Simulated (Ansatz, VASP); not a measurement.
Two plane-wave programs on Al3Cl

```
Al Cl
1.0
     2.85676    0.00000    0.00000
    -1.42838    2.47403    0.00000
     0.00000    0.00000   20.10138
Al Cl
3 1
Cartesian
  1.4284 0.8247 4.0000
  0.0000 1.6494 6.3007
  0.0000 0.0000 8.6014
  0.0000 1.6494 10.3737
```

Alike in both runs: functional PBE; k mesh 9 × 9 × 1; occupations gaussian, width 0.1 eV; no spin polarisation.

Ansatz relaxed the structure, and its values are those at the end. VASP's run is a single point on that final structure, the one shown.

|  | VASP | Ansatz |
| --- | --- | --- |
| version | VASP 6.6.1 | Ansatz 0.2.0 |
| potentials or method | VASP PAW PBE potentials, release 64 (Al, Cl) | scalar-relativistic, plane waves, PAW |
| plane-wave cutoff (eV) | 520 | 420 |
| valence electrons in the cell | 16 | 16 |

Ansatz gave:

- gap on the k mesh at the Fermi level (eV): none
- rms of the force components (eV/Å): 0.050

**Question.** Which values does VASP return?

**Answer.** gap on the k mesh at the Fermi level (eV): none; rms of the force components (eV/Å): 0.052.

A gap of «none» marks a metal or a gap that the smearing closes. With one functional, cell and mesh, what is left measures potentials, basis and numerics.
